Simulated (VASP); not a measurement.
Input:

```
CELL_PARAMETERS angstrom
      0.00000     2.77958     2.77958
      2.77958     0.00000     2.77958
      2.77958     2.77958     0.00000
ATOMIC_POSITIONS crystal
  Cu 0.75000 0.75000 0.75000
  Cu 0.50000 0.50000 0.50000
  Ru 0.00000 0.00000 0.00000
  Ru 0.25000 0.25000 0.25000
```

The numbers are results of PBE GGA, VASP's PBE PAW potentials (set 64) (plane waves; VASP 6.6.1), not measurements. Settings: 300 eV cut-off, 8×8×8 Γ-centred mesh, Gaussian smearing of 0.050 eV, potentials Cu Ru_pv.

Problem. Give the energies of bands 16 to 29 at the high-symmetry points, in eV from the Fermi level.

Solution. 
```
band      Γ      X      U      L      W
----  -----  -----  -----  -----  -----
16    -3.59  -3.13  -3.61  -4.36  -3.57
17    -3.59  -3.06  -3.31  -4.29  -3.51
18    -3.59  -3.06  -2.81  -4.29  -3.51
19    -2.42  -2.48  -2.50  -2.31  -2.55
20    -2.42  -2.48  -2.11  -2.31  -2.55
21    -1.22  -1.27  -2.06  -1.85  -1.63
22    -1.22  -1.27  -1.46  -1.85  -1.63
23    -0.08  -0.92  -1.08  -1.08  -1.00
24    -0.08  -0.92  -0.88  -0.14  -1.00
25    -0.08   0.35  -0.88  -0.14   1.12
26     1.00   0.35   0.77   0.61   1.12
27     1.00   1.32   1.36   0.61   1.19
28     7.79   1.32   1.47   1.47   1.19
29     7.79   1.37   1.80   7.60   1.20
```

It has no gap at this level: it comes out as a metal or semimetal.

The structure was generated: CuRu was put into an ordered model structure, which need not be its known phase. The cell was not relaxed at this level.
